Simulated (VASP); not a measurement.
Level of theory: TPSS meta-GGA, VASP's PBE PAW potentials (set 64) (plane waves; VASP).

VASP ran on this input.

INCAR:
```
# general
SYSTEM =NiSb
PREC   =Accurate
ENCUT  =520
LREAL  =F
LASPH  =T

# electronic loop
EDIFF  =1E-7
NELM   =100
ALGO   =Normal
LMAXMIX=4
LMIXTAU=T

# smearing
ISMEAR =1
SIGMA  =0.1

# functional
METAGGA=TPSS

# ions
IBRION =2
NSW    =30
ISIF   =4
EDIFFG =-0.01

# output
LWAVE  =F
LCHARG =F
```

**POSCAR**
```
NiSb
1.0
  1.9871447201  -3.4418357826   0.0000000000
  1.9871447201   3.4418357826   0.0000000000
  0.0000000000   0.0000000000   5.1534170881
Ni Sb
2 2
Cartesian
  0.0000000000   0.0000000000   2.5767085441
  0.0000000000   0.0000000000   0.0000000000
  1.9871447201   1.1472808888   1.2883542720
  1.9871447201  -1.1472808888   3.8650628161
```

**KPOINTS**
```
Automatic mesh
0
Gamma
9 9 6
0 0 0
```

POTCAR, in this order: Ni Sb (PBE.64 set). Program: vasp_std.

The resulting files:

OSZICAR:
```
       N       E                     dE             d eps       ncg     rms          rms(c)
DAV:   1     0.161188505220E+03    0.16119E+03   -0.14114E+04  1824   0.182E+03
DAV:   2    -0.308437535507E+02   -0.19203E+03   -0.18679E+03  1860   0.360E+02
DAV:   3    -0.420749158595E+02   -0.11231E+02   -0.11008E+02  2072   0.116E+02
DAV:   4    -0.423478872261E+02   -0.27297E+00   -0.27060E+00  2068   0.169E+01
DAV:   5    -0.423563405863E+02   -0.84534E-02   -0.84510E-02  2189   0.311E+00    0.103E+01
DAV:   6    -0.503053109149E+02   -0.79490E+01   -0.16596E+01  2050   0.721E+01    0.782E+00
DAV:   7    -0.520293017048E+02   -0.17240E+01   -0.71525E+00  2024   0.488E+01    0.572E+00
DAV:   8    -0.518897848771E+02    0.13952E+00   -0.16683E+00  2082   0.235E+01    0.199E+00
DAV:   9    -0.516922164870E+02    0.19757E+00   -0.40221E-01  2271   0.107E+01    0.630E-01
DAV:  10    -0.518993721397E+02   -0.20716E+00   -0.76559E-02  1988   0.333E+00    0.335E-01
DAV:  11    -0.518995969275E+02   -0.22479E-03   -0.16040E-03  1998   0.362E-01    0.280E-01
DAV:  12    -0.518879330761E+02    0.11664E-01   -0.11535E-02  2586   0.143E+00    0.310E-01
DAV:  13    -0.518994851610E+02   -0.11552E-01   -0.88465E-03  2329   0.141E+00    0.728E-02
DAV:  14    -0.518995192811E+02   -0.34120E-04   -0.51784E-04  1928   0.249E-01    0.234E-02
DAV:  15    -0.518995661320E+02   -0.46851E-04   -0.68754E-06  2085   0.257E-02    0.162E-02
DAV:  16    -0.518995779881E+02   -0.11856E-04   -0.56415E-06  1924   0.308E-02    0.125E-02
DAV:  17    -0.518996181171E+02   -0.40129E-04   -0.18715E-05  2230   0.645E-02    0.468E-03
DAV:  18    -0.518996193198E+02   -0.12027E-05   -0.88907E-07  2031   0.148E-02    0.174E-03
DAV:  19    -0.518996189186E+02    0.40121E-06   -0.94935E-08  1065   0.487E-03    0.221E-03
DAV:  20    -0.518996194279E+02   -0.50926E-06   -0.33799E-07  1671   0.102E-02    0.850E-04
DAV:  21    -0.518996193431E+02    0.84728E-07   -0.32650E-08   948   0.356E-03
   1 F= -.51899619E+02 E0= -.51899338E+02  d E =-.518996E+02
```

### OUTCAR
```
------------------------ aborting loop because EDIFF is reached ----------------------------------------
  FORCE on cell =-STRESS in cart. coord.  units (eV):
  Direction    XX          YY          ZZ          XY          YZ          ZX
  --------------------------------------------------------------------------------------
  Total       -1.5965472     -1.5965474     -1.5941076      0.0000000      0.0000000      0.0000000
  in kB      -36.2866950    -36.2866985    -36.2312463      0.0000000      0.0000000      0.0000000
  external PRESSURE =     -36.2682133 kB  Pullay stress =       0.0000000 kB
  volume of cell :       70.49
      direct lattice vectors                 reciprocal lattice vectors
     1.987144720 -3.441835783  0.000000000     0.251617305 -0.145271312  0.000000000
     1.987144720  3.441835783  0.000000000     0.251617305  0.145271312  0.000000000
     0.000000000  0.000000000  5.153417088     0.000000000  0.000000000  0.194046005
 POSITION                                       TOTAL-FORCE (eV/Angst)
 -----------------------------------------------------------------------------------
      0.00000      0.00000      2.57671         0.000000      0.000000     -0.000000
      0.00000      0.00000      0.00000         0.000000      0.000000     -0.000000
      1.98714      1.14728      1.28835        -0.000000     -0.000000      0.000000
      1.98714     -1.14728      3.86506         0.000000      0.000000      0.000000
 -----------------------------------------------------------------------------------
    total drift:                               -0.000000      0.000000      0.000000
  FREE ENERGIE OF THE ION-ELECTRON SYSTEM (eV)
  ---------------------------------------------------
  free  energy   TOTEN  =       -51.8996193431 eV

  energy  without entropy=      -51.8987742141  energy(sigma->0) =      -51.89933763

 reached required accuracy - stopping structural energy minimisation
```
(Selected blocks of OUTCAR.)

**OUTCAR**
```
 val. band max:        9.5482759650   @ k =   0.4444   0.0000   0.1667

 cond. band min:       9.5552353156   @ k =   0.0000   0.0000   0.0000


 Fermi energy:         9.5548672376

 k-point     1 :       0.0000    0.0000    0.0000
  band No.  band energies     occupation
      1      -3.2294      2.00000
      2       1.2196      2.00000
      3       3.5077      2.00000
      4       5.7867      2.00000
      5       5.7867      2.00000
      6       6.5066      2.00000
      7       7.0531      2.00000
      8       7.0531      2.00000
      9       7.5473      2.00000
     10       7.5473      2.00000
     11       8.2915      2.00000
     12       8.2915      2.00000
     13       9.5552      0.99377
     14      10.1698     -0.00000
     15      10.1699     -0.00000
     16      11.9792      0.00000
     17      11.9792      0.00000
     18      12.5317      0.00000
     19      13.5214      0.00000

 k-point     2 :       0.1111   -0.0000    0.0000
  band No.  band energies     occupation
      1      -3.0782      2.00000
      2       1.2100      2.00000
      3       3.6777      2.00000
      4       5.7376      2.00000
      5       5.8189      2.00000
      6       6.4461      2.00000
      7       6.9431      2.00000
      8       6.9929      2.00000
      9       7.4602      2.00000
     10       7.5746      2.00000
     11       8.2814      2.00000
     12       8.2919      2.00000
     13       9.1376      2.00000
     14       9.5071      1.71495
     15       9.6565     -0.05348
     16      11.2974     -0.00000
     17      12.4413      0.00000
     18      13.2659      0.00000
     19      13.8092      0.00000

 k-point     3 :       0.2222    0.0000    0.0000
  band No.  band energies     occupation
      1      -2.6325      2.00000
      2       1.1295      2.00000
      3       4.1766      2.00000
      4       5.3621      2.00000
      5       5.9106      2.00000
      6       6.2098      2.00000
      7       6.7507      2.00000
...
```

Unless said otherwise, spin-orbit coupling is left out, though it shifts the bands of the heavy elements here.

The compound is NiSb in the NiAs type structure. This cell is one point of a volume scan, at 1.03 of the reference volume. The run is not spin-polarised, so no magnetic state was tried.
